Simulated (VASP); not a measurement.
Input of a VASP 6.6.1 run:

Contents of INCAR:

```
PREC = Accurate
ENCUT = 600
EDIFF = 1E-6
ISMEAR = 1
SIGMA = 0.1
LREAL = False
LASPH = True
NELM = 80
ALGO = Normal
ISIF = 3
LWAVE = False
LCHARG = False
GGA = PE
IBRION = 2
NSW = 90
EDIFFG = -0.01
```

The input KPOINTS:

```
regular mesh
0
Gamma
  16 16 16
```

File POSCAR:

```
Ag
1.0
    0.0000000000      2.0427500000      2.0427500000
    2.0427500000      0.0000000000      2.0427500000
    2.0427500000      2.0427500000      0.0000000000
Ag
1
Direct
    0.0000000000      0.0000000000      0.0000000000
```

Potentials or basis: VASP PAW PBE potentials, release 64 (Ag).

Run with:

```bash
$ cat potpaw_PBE.64/Ag/POTCAR > POTCAR
$ mpirun -np 1 vasp_std > vasp.out
```

Predict the relaxed volume.

17.81 Å³/atom.

What does it give for the space group after relaxing (to 0.05 Å)?

Fm-3m (No. 225).

The path:
| step | energy change (eV) | largest force (eV/Å) | pressure (GPa) | volume (Å³) |
| --- | --- | --- | --- | --- |
| 1 | 0.0000 | 0.0000 | 4.53 | 17.05 |
| 2 | -0.0072 | 0.0000 | -2.08 | 18.27 |
| 3 | -0.0103 | 0.0000 | 0.02 | 17.81 |

PBE usually gives volumes a little too large and moduli too small. Zero-point motion and thermal expansion aren't in these numbers.
